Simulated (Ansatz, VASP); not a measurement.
# Si in two plane-wave programs

Aim: how closely do two programs agree when they are given the same cell, functional and k mesh? Of the first pair: The structure shown is frame 40 of Ansatz's trajectory.

Calculated with Ansatz 0.2.0; plane waves, with VASP 6.6.1 beside it; single point at LDA.

**1. The starting structure**

The cell holds 30 atoms: 30 Si. Its edges and angles: a = 8.498 Å, b = 8.498 Å, c = 8.498 Å, α = 90.0°, β = 90.0°, γ = 90.0°. Kind glass; density_g_cm3 2.28; melt_temperature_k 2800; route random start, relaxed, short melt, two cooling runs, relaxed.

**2. Ansatz: dynamics, LDA**

Ansatz runs on its default PAW (the set named soft_2) files.

One frame of this run of dynamics is then solved in both programs, so the motion causes no difference.

input.yaml

```yaml
crystal:
  lattice:
    - [8.4978037057, 0.0, 0.0]
    - [0.0, 8.4978037057, 0.0]
    - [0.0, 0.0, 8.4978037057]
  atoms:
    - { symbol: Si, position: [0.4491693737, 0.286168048, 0.8024556514] }
    - { symbol: Si, position: [0.1516081052, 0.6823657561, 0.647890376] }
    - { symbol: Si, position: [0.2423524719, 0.1898744061, 0.2367298271] }
    - { symbol: Si, position: [0.6356717729, 0.5960783476, 0.1383168925] }
    - { symbol: Si, position: [0.5331828259, 0.7460080155, 0.3620871431] }
    - { symbol: Si, position: [0.6047872566, 1.0556629189, 0.4366624165] }
    - { symbol: Si, position: [0.7456010189, 0.5275312073, 0.4101676357] }
    - { symbol: Si, position: [0.47940234, 1.0289929186, 0.2048158066] }
    - { symbol: Si, position: [0.7284661763, 0.1194636468, -0.1231134821] }
    - { symbol: Si, position: [0.3371267247, 0.8827973765, 0.6432181511] }
    - { symbol: Si, position: [0.8479200861, 0.8056232821, 0.4995855936] }
    - { symbol: Si, position: [0.3982815837, 0.6119194379, 0.7799678318] }
    - { symbol: Si, position: [0.8084062426, 0.6085162243, 0.8684893763] }
    - { symbol: Si, position: [0.4174647413, 0.393799858, 0.2168612576] }
    - { symbol: Si, position: [0.6400764361, 0.748497544, 0.6850500356] }
    - { symbol: Si, position: [0.3707642303, 0.1754600858, 0.5501012762] }
    - { symbol: Si, position: [0.0222426945, 0.2050659605, 0.5419443862] }
    - { symbol: Si, position: [0.0057258719, 0.4049524884, 0.3488908455] }
    - { symbol: Si, position: [0.6456374515, 1.2713496778, 0.2608970687] }
    - { symbol: Si, position: [0.1307065405, 0.4047756014, -0.1977655125] }
    - { symbol: Si, position: [0.7738073218, 0.0127371903, 0.6249606123] }
    - { symbol: Si, position: [0.9494207022, 0.1576193956, 0.2813531119] }
    - { symbol: Si, position: [0.6697488021, 0.8856394916, 0.0374719081] }
    - { symbol: Si, position: [1.0258253105, 0.908054165, 0.7065956122] }
    - { symbol: Si, position: [0.8499003764, 0.3401378753, 0.8214592788] }
    - { symbol: Si, position: [0.2417007892, 0.4325671631, 0.5403627786] }
    - { symbol: Si, position: [0.626283875, 0.4217700681, 0.6521954649] }
    - { symbol: Si, position: [0.8023888606, 0.9151045958, 0.2436079473] }
    - { symbol: Si, position: [0.8760232329, 0.3849867655, 0.1254945777] }
    - { symbol: Si, position: [0.183755039, 0.4341517991, 0.0910635059] }
kpoints:
  mp_grid: { grid: [1, 1, 1] }
scf:
  occupations: { method: fermi_dirac, width: 0.1 }
  n_extra_bands: 21
hamiltonian:
  xc: lda
  pseudopotentials: { kind: paw }
output:
  forces: true
basis:
  ecutwfc: 320
md:
  timestep: 2.5
  n_steps: 120
  ensemble: nvt_langevin
  temperature: 1540
  seed: 0
```

Run with:

```sh
$ ansatz run input.yaml --threads 4 --pin off --max-ram 8192MiB --backend cpu --events-out ev --progress --plain --runs-dir out
```

Numbers of over 12 decimals in the logs are rounded to 6 here.

What it wrote:

```text
Warning: md: disabling space-group detection — thermal motion breaks the input geometry's symmetry, so no spatial operation reduces the k-mesh or symmetrises the density; time reversal is kept, so that k and −k are solved as one point where they differ and the mesh holds both, and exact exchange and, on two spinor components, a DFT+U term hold to it where the run has them: on two components no moment then forms, and  [...]
Warning: basis.ecutwfc = 320 eV is below the records' recommended 420 eV, and the density's cutoff is lower with it unless basis.ecutrho_ratio is high enough to keep the records' density cutoff: compare with a run at a higher cutoff
scf.n_extra_bands = 21 over 60 filled bands (N_el = 120.0): the run solves 81 bands
Engine: ansatz 0.2.0, x86_64-unknown-linux-gnu
Pseudopotentials: kind: paw
Pseudopotential: Si, paw, valence charge 4, recommended cutoff 420 eV (normal), Si.paw.azcp
Functional definition: SPW92
  exchange = slater_x
  correlation = pw_c
Crystal: 30 atoms, lattice volume = 613.649 Å³
Basis set: ecut = 320 eV, 8025 PW (Γ)
Bands: 81, of which v1, the nominal top of the filled ones, is band 60 counted from 1 (59 counted from 0)
Symmetry: 1 space group operations
k-points: 1
Non-local potential: Si, projectors of the file, l = 0: 2, l = 1: 2, l = 2: 2
PAW form: soft (Blöchl's): semilocal exchange-correlation on the pseudo side does not see the compensation charge
PAW frozen core: Si, regenerated for the run's functional, and the local potential with it (the file was generated under x = pbe(κ = 0.804, μ = 0.219515), c = pbe(β = 0.066725))
PAW one-centre angular grid: Si, 110 points (default); XC on 64 Gauss nodes
Initial density: superposition of atomic densities (neutral atoms: chi_scale 0, normalization atom), corrected by the library's trained network
Initial wavefunctions: pseudopotential atomic-orbital guess
Functional: x = slater, c = lda
SCF iter   1: F=—  HF=-18242.591194 eV  |F-HF|=—  |Δ(HF+E_count)|=         —  Δρ=9.79e-3  dr2=1.72e0  ethr=1.77e-3  ⟨swp⟩=9.0  Hψ=462  notcnv=0
preconditioner: auto → LDOS  [insulator: Δε(μ)=0.229 eV  Ē_g=6.810 eV  σ=0.100 eV  W_gap=0.52  n_scr=80 (ndim 8)  ℏωp=16.4 eV  f_vac=0.041  D(μ)=10.92/eV (n_scr^D=56)  ε∞_Penn≈6.8  β→1.0]
SCF iter   2: F=—  HF=-18242.336506 eV  |F-HF|=—  |Δ(HF+E_count)|=   2.55e-1  Δρ=5.91e-3  dr2=5.70e-1  ethr=1.43e-3  ⟨swp⟩=3.0  Hψ=215  notcnv=0
SCF iter   3: F=—  HF=-18242.207096 eV  |F-HF|=—  |Δ(HF+E_count)|=   1.29e-1  Δρ=1.52e-3  dr2=5.97e-2  ethr=4.75e-4  ⟨swp⟩=3.0  Hψ=148  notcnv=0
SCF iter   4: F=—  HF=-18242.194648 eV  |F-HF|=—  |Δ(HF+E_count)|=   1.24e-2  Δρ=4.49e-4  dr2=4.56e-3  ethr=4.98e-5  ⟨swp⟩=2.0  Hψ=139  notcnv=0
SCF iter   5: F=—  HF=-18242.193982 eV  |F-HF|=—  |Δ(HF+E_count)|=   6.66e-4  Δρ=1.59e-4  dr2=4.88e-4  ethr=3.80e-6  ⟨swp⟩=2.0  Hψ=141  notcnv=0
SCF iter   6: F=—  HF=-18242.193929 eV  |F-HF|=—  |Δ(HF+E_count)|=   5.36e-5  Δρ=5.64e-5  dr2=5.63e-5  ethr=4.07e-7  ⟨swp⟩=3.0  Hψ=168  notcnv=0
SCF iter   7: F=—  HF=-18242.193895 eV  |F-HF|=—  |Δ(HF+E_count)|=   3.37e-5  Δρ=1.99e-5  dr2=5.20e-6  ethr=4.69e-8  ⟨swp⟩=3.0  Hψ=172  notcnv=0
SCF iter   8: F=—  HF=-18242.193879 eV  |F-HF|=—  |Δ(HF+E_count)|=   1.60e-5  Δρ=7.09e-6  dr2=7.42e-7  ethr=4.33e-9  ⟨swp⟩=2.0  Hψ=108  notcnv=0
SCF iter   9: F=—  HF=-18242.193879 eV  |F-HF|=—  |Δ(HF+E_count)|=   4.00e-8  Δρ=2.12e-6  dr2=5.42e-8  ethr=6.19e-10  ⟨swp⟩=2.0  Hψ=125  notcnv=0
SCF iter  10: F=-18242.193879 eV  HF=-18242.193879 eV  |F-HF|=3.90e-9  |Δ(HF+E_count)|=  8.00e-10  Δρ=6.72e-7  dr2=6.15e-9  ethr=2.50e-11  ⟨swp⟩=4.0  Hψ=272  notcnv=0
SCF 1 converged in 10 iterations: F = -18242.193879 eV  dr2 = 6.15e-9
  greatest PAW one-centre occupation: 0.717 electrons in one spin orbital (limit 2), on the Si atom at site 9 (counted from 0), in its partial waves of l = 0
md step     0: t =     0.00 fs  T =     0.0 K  F+E_penalty+E_count = -18242.19387878 eV  E_kin = 0.000000 eV  (10 SCF iters)
[...]
md step    73: t =   182.50 fs  T =  1802.5 K  F+E_penalty+E_count = -18248.57654439 eV  E_kin = 6.989640 eV  (7 SCF iters)
[...]
md step    74: t =   185.00 fs  T =  1818.5 K  F+E_penalty+E_count = -18248.14654830 eV  E_kin = 7.051878 eV  (8 SCF iters)
[...]
md step    75: t =   187.50 fs  T =  1659.8 K  F+E_penalty+E_count = -18247.71890712 eV  E_kin = 6.436454 eV  (7 SCF iters)
[...]
md step    76: t =   190.00 fs  T =  1573.7 K  F+E_penalty+E_count = -18247.37311394 eV  E_kin = 6.102634 eV  (7 SCF iters)
[...]
md step    77: t =   192.50 fs  T =  1564.2 K  F+E_penalty+E_count = -18247.14658843 eV  E_kin = 6.065824 eV  (8 SCF iters)
[...]
md step    78: t =   195.00 fs  T =  1597.5 K  F+E_penalty+E_count = -18247.07117371 eV  E_kin = 6.194953 eV  (8 SCF iters)
SCF iter   1: F=—  HF=-18247.186491 eV  |F-HF|=—  |Δ(HF+E_count)|=         —  Δρ=3.84e-4  dr2=1.69e-3  ethr=1.07e-5  ⟨swp⟩=4.0  Hψ=231  notcnv=0
preconditioner: auto → LDOS  [metal: Δε(μ)=0.094 eV  Ē_g=7.058 eV  σ=0.100 eV  W_gap=0.23  n_scr=80 (ndim 8)  ℏωp=16.4 eV  f_vac=0.063  D(μ)=13.39/eV (n_scr^D=80)  β→1.0]
SCF iter   2: F=—  HF=-18247.186267 eV  |F-HF|=—  |Δ(HF+E_count)|=   2.24e-4  Δρ=2.34e-4  dr2=8.59e-4  ethr=1.41e-6  ⟨swp⟩=2
```

**3. VASP: single point, LDA, pair 1**

The same cell, functional (in two slightly different forms), mesh and smearing now go to VASP, with its own data sets.

Lines of VASP's logs that name or quote its potential files are left out, and so is its time.

INCAR

```
SYSTEM = Si
PREC = Accurate
ENCUT = 400
EDIFF = 1E-06
NELM = 120
ISMEAR = -1
SIGMA = 0.1
LREAL = .FALSE.
ALGO = Normal
GGA = CA
NBANDS = 84
LORBIT = 11
LWAVE = .FALSE.
LCHARG = .FALSE.
ISIF = 2
LASPH = .TRUE.
GGA_COMPAT = .FALSE.
EFERMI = MIDGAP
```

POSCAR

```
Si
1.0
    8.4978037057      0.0000000000      0.0000000000
    0.0000000000      8.4978037057      0.0000000000
    0.0000000000      0.0000000000      8.4978037057
Si
30
Direct
    0.4527965264      0.2639936244      0.7807808029
    0.1032604459      0.6133077652      0.6858232082
    0.2554292939      0.1491006434      0.2621558555
    0.6726548645      0.5837766053      0.1088077616
    0.5870932270      0.6990954611      0.3507306244
    0.6271971188      0.0725252448      0.4183027901
    0.7137506596      0.4586854598      0.4133140893
    0.5130157334      0.0641972106      0.1257766168
    0.6619575122      0.2175462112      0.9553172781
    0.3045996459      0.8722178408      0.6069520053
    0.8806376635      0.7182100471      0.5454971850
    0.3831214644      0.5998045114      0.6816849624
    0.7476769551      0.6534477840      0.7852957342
    0.4083613979      0.4778771246      0.2130099803
    0.5866672346      0.8389350057      0.6316526229
    0.3488143646      0.1583744514      0.5419805116
    0.0922661934      0.2546655671      0.5610139002
    0.0235148995      0.4200792491      0.3797502404
    0.6344145131      0.2904018944      0.2348966944
    0.1939615290      0.3769215095      0.8320608419
    0.7293027957      0.0431469133      0.6994410798
    0.9581001494      0.1611073929      0.2599829411
    0.6953186029      0.8963119488      0.9958858781
    0.0115340737      0.9435455651      0.5755082336
    0.9056534213      0.3376954916      0.7829337121
    0.3287475325      0.4620412681      0.4637891315
    0.6467604090      0.4197854085      0.6548899213
    0.7986005838      0.8506521509      0.2922335095
    0.8584940595      0.3804693674      0.0659623380
    0.1506333924      0.3758846533      0.1359926682
```

KPOINTS

```
Automatic mesh
0
Gamma
1 1 1
0 0 0
```

PAW data sets: Si (LDA family, release 64).

Run with:

```sh
$ mpirun -np 4 vasp_gam
```

What it wrote:

```text
[banner, memory and clock lines left out]
running    4 mpi-ranks, on    1 nodes
 distrk:  each k-point on    4 cores,    1 groups
 distr:  one band on    1 cores,    4 groups

 POSCAR found type information on POSCAR Si
 POSCAR found :  1 types and      30 ions
|                                                                             |
|               ----> ADVICE to this user running VASP <----                  |
|                                                                             |
|     You have a (more or less) 'large supercell' and for larger cells it     |
|     might be more efficient to use real-space projection operators.         |
|     Therefore, try LREAL= Auto in the INCAR file.                           |
|     Mind: For very accurate calculation, you might also keep the            |
|     reciprocal projection scheme (i.e. LREAL=.FALSE.).                      |
|                                                                             |

 LDA part: xc-table for (Slater(with rela. corr.)+CA(PZ))
 , standard interpolation
 POSCAR, INCAR and KPOINTS ok, starting setup
 FFT: planning ... GRIDC
 FFT: planning ... GRID_SOFT
 FFT: planning ... GRID
 WAVECAR not read
 entering main loop
       N       E                     dE             d eps       ncg     rms          rms(c)
DAV:   1     0.501256205925E+03    0.50126E+03   -0.44922E+04   168   0.101E+03
DAV:   2    -0.113044253606E+03   -0.61430E+03   -0.57563E+03   216   0.193E+02
DAV:   3    -0.169794154059E+03   -0.56750E+02   -0.54736E+02   216   0.536E+01
DAV:   4    -0.171954281370E+03   -0.21601E+01   -0.21428E+01   208   0.126E+01
DAV:   5    -0.172040693351E+03   -0.86412E-01   -0.86303E-01   232   0.261E+00    0.173E+01
DAV:   6    -0.168316526987E+03    0.37242E+01   -0.56340E+00   192   0.600E+00    0.982E+00
DAV:   7    -0.167571780079E+03    0.74475E+00   -0.38805E+00   216   0.435E+00    0.283E+00
DAV:   8    -0.167533692118E+03    0.38088E-01   -0.43941E-01   200   0.177E+00    0.134E+00
DAV:   9    -0.167519567331E+03    0.14125E-01   -0.53716E-02   216   0.568E-01    0.672E-01
DAV:  10    -0.167517025235E+03    0.25421E-02   -0.66675E-03   200   0.218E-01    0.252E-01
DAV:  11    -0.167516875323E+03    0.14991E-03   -0.25007E-03   200   0.122E-01    0.892E-02
DAV:  12    -0.167517007441E+03   -0.13212E-03   -0.29533E-04   224   0.457E-02    0.667E-02
DAV:  13    -0.167517228683E+03   -0.22124E-03   -0.31654E-04   192   0.365E-02    0.168E-02
DAV:  14    -0.167517240905E+03   -0.12222E-04   -0.24644E-05   216   0.130E-02    0.101E-02
DAV:  15    -0.167517249927E+03   -0.90219E-05   -0.80806E-06   184   0.622E-03    0.406E-03
DAV:  16    -0.167517250977E+03   -0.10501E-05   -0.82168E-07   144   0.238E-03    0.194E-03
DAV:  17    -0.167517251175E+03   -0.19861E-06   -0.18859E-07   112   0.115E-03
   1 F= -.16751725E+03 E0= -.16740309E+03  d E =-.228314E+00
```

From OUTCAR (step 3):

```text
ion  position               nearest neighbor table
   1  0.453  0.264  0.781-   9 2.35  27 2.37  16 2.39  20 2.44  12 3.03  21 3.09
   2  0.103  0.613  0.686-  12 2.38  11 2.41  20 2.48  10 2.87  26 2.98  25 3.00  24 3.06
   3  0.255  0.149  0.262-  30 2.38  16 2.51  22 2.53   8 2.58  17 3.03  14 3.11
   4  0.673  0.584  0.109-  29 2.37   5 2.39  14 2.58  19 2.73   7 2.82  23 2.83  13 2.88  28 2.95

  LATTYP: Found a simple cubic cell.
 ALAT       =     8.4978037057

 Subroutine GETGRP returns: Found  1 space group operations
 (whereof  1 operations were pure point group operations)

The static configuration has the point symmetry C_1 .

 Found      1 irreducible k-points:

   k-points           NKPTS =      1   k-points in BZ     NKDIM =      1   number of bands    NBANDS=     84

   dimension x,y,z NGX =    56 NGY =   56 NGZ =   56
   dimension x,y,z NGXF=   112 NGYF=  112 NGZF=  112

   ENCUT  =  400.0 eV  29.40 Ry    5.42 a.u.  13.86 13.86 13.86*2*pi/ulx,y,z

   NELECT =     120.0000    total number of electrons

 k-points in reciprocal lattice and weights: Automatic mesh
   0.00000000  0.00000000  0.00000000       1.000

 average (electrostatic) potential at core
       1 -85.4627       2 -85.7921       3 -85.3864       4 -85.5562       5 -85.2021
       6 -85.3575       7 -85.3754       8 -85.7024       9 -85.6035      10 -85.4131
      11 -85.7246      12 -85.3295      13 -85.1658      14 -85.5492      15 -85.0811
      16 -85.3929      17 -85.4456      18 -85.4368      19 -85.6172      20 -85.7641
      21 -85.0894      22 -85.5206      23 -85.6613      24 -85.4372      25 -85.4773
      26 -85.6435      27 -85.0278      28 -85.5745      29 -85.7151      30 -85.4155

 E-fermi :   5.4354

 k-point     1 :       0.0000    0.0000    0.0000
  band No.  band energies     occupation
    ...
     56       4.5843      1.99960
     57       4.7978      1.99660
     58       4.9646      1.98211
     59       5.1584      1.88204
     60       5.2243      1.78383
     61       5.5944      0.33854
     62       5.9248      0.01486
     63       6.1180      0.00217
     64       6.3369      0.00024
     65       6.4322      0.00009
    ...

  Total       -9.4977348     -4.6292603     -2.1297434      8.1976374     -0.7792808      1.8646571
  in kB      -24.7976505    -12.0865430     -5.5605504     21.4032242     -2.0346255      4.8684360
  external PRESSURE =     -14.1482480 kB  Pullay stress =       0.0000000 kB

  energy-cutoff  :      400.00
  volume of cell :      613.65
      direct lattice vectors                 reciprocal lattice vectors
     8.497803706  0.000000000  0.000000000     0.117677465  0.000000000  0.000000000
     0.000000000  8.497803706  0.000000000     0.000000000  0.117677465  0.000000000
     0.000000000  0.000000000  8.497803706     0.000000000  0.000000000  0.117677465

 POSITION                                       TOTAL-FORCE (eV/Angst)
 -----------------------------------------------------------------------------------
      3.84778      2.24337      6.63492         0.403458      0.421710     -0.773958
      0.87749      5.21177      5.82799        -0.100444     -0.413804     -0.881011
      2.17059      1.26703      2.22775        -0.395703      0.068314     -0.344777
      5.71609      4.96082      0.92463        -0.004739      0.675530     -1.343679
      4.98900      5.94078      2.98044        -0.820009      0.257572      1.019735
      5.32980      0.61631      3.55465         0.421081     -0.240481      0.621088
      6.06531      3.89782      3.51226         1.662746      1.376301     -0.775374
      4.35951      0.54554      1.06883        -0.191716     -0.785899      1.352478
      5.62519      1.84866      8.11810         0.435254     -0.421928     -1.108259
      2.58843      7.41194      5.15776        -0.459727      0.231813     -0.421831
      7.48349      6.10321      4.63553        -1.735086     -0.657541     -0.043801
      3.25569      5.09702      5.79282         0.888817      0.543547      0.755374
      6.35361      5.55287      6.67329        -1.188605     -0.510192      0.365449
      3.47018      4.06091      1.81012         0.708091     -0.161787     -1.162232
      4.98538      7.12911      5.36766        -0.732373     -1.499588     -0.314080
      2.96416      1.34583      4.60564         0.662053     -0.210273     -0.152444
      0.78406      2.16410      4.76739        -0.382358     -1.697897      2.770593
      0.19983      3.56975      3.22704        -0.630516      1.947753     -0.308452
      5.39113      2.46778      1.99611        -0.455532     -0.714980     -0.408524
      1.64825      3.20301      7.07069        -0.324130     -0.392016     -0.462267
      6.19747      0.36665      5.94371         1.227236      1.970292      0.255199
      8.14175      1.36906      2.20928        -0.026594     -1.040390     -0.061032
      5.90868      7.61668      8.46284         0.553459     -0.459778     -0.251928
      0.09801      8.01806      4.89056         0.767060      2.194944      0.774906
      7.69606      2.86967      6.65322        -0.140424     -0.030220     -1.535282
      2.79363      3.92634      3.94119        -1.008954     -1.717604      0.761197
      5.49604      3.56725      5.56513         0.393091     -0.551389      3.101731
      6.78635      7.22868      2.48334        -0.204937      1.504210     -0.773378
      7.29531      3.23315      0.56054         0.443329     -0.309468     -0.081831
      1.28005      3.19419      1.15564         0.236172      0.623250     -0.573610
 -----------------------------------------------------------------------------------
    total drift:                               -0.000101      0.000034      0.000117

  FREE ENERGIE OF THE ION-ELECTRON SYSTEM (eV)
  ---------------------------------------------------
  free  energy   TOTEN  =      -167.5172511753 eV

  energy  without entropy=     -167.2889370656  energy(sigma->0) =     -167.40309412

 total charge
# of ion       s       p       d       tot
------------------------------------------
    1        0.834   0.814   0.000   1.649
    2        0.881   0.711   0.000   1.592
    3        0.876   0.748   0.000   1.624
    4        0.867   0.742   0.000   1.610
    5        0.856   0.810   0.000   1.666
    6        0.854   0.743   0.000   1.597
    7        0.831   0.889   0.000   1.720
    8        0.837   0.810   0.000   1.647
    9        0.818   0.836   0.000   1.654
   10        0.865   0.737   0.000   1.602
   11        0.820   0.809   0.000   1.629
   12        0.855   0.797   0.000   1.652
   13        0.857   0.751   0.000   1.608
   14        0.837   0.807   0.000   1.644
   15        0.835   0.829   0.000   1.663
   16        0.809   0.818   0.000   1.627
   17        0.818   0.833   0.000   1.651
   18        0.834   0.846   0.000   1.680
   19        0.810   0.891   0.000   1.701
   20        0.848   0.744   0.000   1.592
   21        0.861   0.755   0.000   1.617
   22        0.887   0.695   0.000   1.582
   23        0.887   0.673   0.000   1.560
   24        0.869   0.733   0.000   1.602
   25        0.841   0.742   0.000   1.583
   26        0.837   0.811   0.000   1.648
   27        0.829   0.869   0.000   1.697
   28        0.856   0.740   0.000   1.596
   29        0.822   0.813   0.000   1.635
   30        0.813   0.835   0.000   1.648
--------------------------------------------------
tot         25.345  23.630   0.000  48.976
```

The run ends at a pressure of -1.41 GPa, with forces up to 3.3 eV/Å.

[end of part 1 of 2]

[Lines on the potential files, build, host, timing and source positions are cut from VASP's logs without a mark.]

[Logs are printed without paths, hosts, clocks, repeated set-up lines and the standing remarks that a program may print on its own settings, such as how far it seeks lower states.]

[Hosts, paths, dates, database ids (printed as entryN), source tags and the programs' standing remarks are cut or masked in the printed files.]
